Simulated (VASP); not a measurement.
The input files of a VASP run:

POSCAR:
```
AlAs
1
    0.0000000000     2.8121944949     2.8121944949
    2.8121944949     0.0000000000     2.8121944949
    2.8121944949     2.8121944949     0.0000000000
Al As
1 1
Direct
  0.0000000000   0.0000000000   0.0000000000
  0.2500000000   0.2500000000   0.2500000000
```

### INCAR
```
# general
SYSTEM =AlAs
PREC   =Accurate
ENCUT  =520
LREAL  =.False.
LASPH  =.True.

# electronic loop
EDIFF  =1E-7
NELM   =100
ALGO   =Normal
LMAXMIX=4

# smearing
ISMEAR =0
SIGMA  =0.05

# functional
GGA    =PS

# ions
ISIF   =2

# output
LWAVE  =.False.
LCHARG =.False.
```

### KPOINTS
```
Automatic mesh
0
Gamma
8 8 8
0 0 0
```

POTCAR, in this order: Al As (PBE.64 set). Program: vasp_std.

Q: Translate this PBEsol calculation to Ansatz.

A: One equivalent input (not run):
Ansatz 0.2 input:
```yaml
crystal:
  lattice:
    - [0.0000000, 2.8121945, 2.8121945]
    - [2.8121945, 0.0000000, 2.8121945]
    - [2.8121945, 2.8121945, 0.0000000]
  atoms:
    - { symbol: Al, position: [0.0000000, 0.0000000, 0.0000000] }
    - { symbol: As, position: [0.2500000, 0.2500000, 0.2500000] }
kpoints:
  mp_grid: { grid: [8, 8, 8] }
hamiltonian:
  xc: pbesol
  pseudopotentials: { kind: paw }
scf:
  occupations: { method: gaussian, width: 0.05 }
  max_iter: 100
output: { forces: true, stress: true, eigenvalues: true }
```
The two are equivalent in intent, not identical: each code has its own PAW files, so the cut-off isn't converted (ENCUT is set for VASP's; basis.ecutwfc is left out, and Ansatz then takes the one that its files recommend); Ansatz stops its SCF on the density residual and VASP on the energy change (EDIFF).

The compound is AlAs in the zinc blende structure. This cell is one point of a volume scan, at 0.97 of the reference volume.
